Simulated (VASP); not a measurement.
A convergence study with VASP on SrCl2 (fluorite): a few settings are varied, all else stays as given below, so the limit is that of these other settings.

```yaml
crystal:
  lattice:
    - [0.00000, 3.49000, 3.49000]
    - [3.49000, 0.00000, 3.49000]
    - [3.49000, 3.49000, 0.00000]
  atoms:
    - { symbol: Sr, position: [0.00000, 0.00000, 0.00000] }
    - { symbol: Cl, position: [0.25000, 0.25000, 0.25000] }
    - { symbol: Cl, position: [0.75000, 0.75000, 0.75000] }
```

The numbers are results of PBE GGA, VASP's PBE PAW potentials (set 64) (plane waves; VASP), not measurements. The last row used: 550 eV cut-off, 12×12×12 Γ-centred mesh, second-order Methfessel-Paxton smearing of 0.40 eV, potentials Sr_sv Cl.

```csv
setting,E (eV/atom),pressure (GPa),irreducible k-points
"ISMEAR = -1, SIGMA = 0.01, 3×3×3 mesh",-4.2607,1.05,4
"ISMEAR = -1, SIGMA = 0.2, 3×3×3 mesh",-4.2607,1.05,4
"ISMEAR = 0, SIGMA = 0.01, 3×3×3 mesh",-4.2607,1.05,4
"ISMEAR = 0, SIGMA = 0.2, 3×3×3 mesh",-4.2607,1.05,4
"ISMEAR = 1, SIGMA = 0.01, 3×3×3 mesh",-4.2607,1.05,4
"ISMEAR = 1, SIGMA = 0.2, 3×3×3 mesh",-4.2597,1.04,4
"ISMEAR = 2, SIGMA = 0.01, 3×3×3 mesh",-4.2607,1.05,4
"ISMEAR = 2, SIGMA = 0.2, 3×3×3 mesh",-4.2599,1.04,4
"ISMEAR = -1, SIGMA = 0.05, 6×6×6 mesh",-4.2611,1.04,16
"ISMEAR = -1, SIGMA = 0.2, 6×6×6 mesh",-4.2611,1.04,16
"ISMEAR = 0, SIGMA = 0.05, 6×6×6 mesh",-4.2611,1.04,16
"ISMEAR = 0, SIGMA = 0.2, 6×6×6 mesh",-4.2611,1.04,16
"ISMEAR = 1, SIGMA = 0.05, 6×6×6 mesh",-4.2611,1.04,16
"ISMEAR = 1, SIGMA = 0.2, 6×6×6 mesh",-4.2615,1.02,16
"ISMEAR = 2, SIGMA = 0.05, 6×6×6 mesh",-4.2611,1.04,16
"ISMEAR = 2, SIGMA = 0.2, 6×6×6 mesh",-4.2610,1.04,16
"ISMEAR = -1, SIGMA = 0.05, 12×12×12 mesh",-4.2611,1.04,72
"ISMEAR = -1, SIGMA = 0.4, 12×12×12 mesh",-4.2601,1.04,72
"ISMEAR = 0, SIGMA = 0.05, 12×12×12 mesh",-4.2611,1.04,72
"ISMEAR = 0, SIGMA = 0.4, 12×12×12 mesh",-4.2611,1.04,72
"ISMEAR = 1, SIGMA = 0.05, 12×12×12 mesh",-4.2611,1.04,72
"ISMEAR = 1, SIGMA = 0.4, 12×12×12 mesh",-4.2592,0.96,72
"ISMEAR = 2, SIGMA = 0.05, 12×12×12 mesh",-4.2611,1.04,72
"ISMEAR = 2, SIGMA = 0.4, 12×12×12 mesh",-4.2605,0.97,72
```

Left out are rungs that failed or repeat a setting and relaxations that didn't move; long series are thinned to 24 rows.

The compound is SrCl2 in the fluorite structure. The cell was not relaxed at this level.
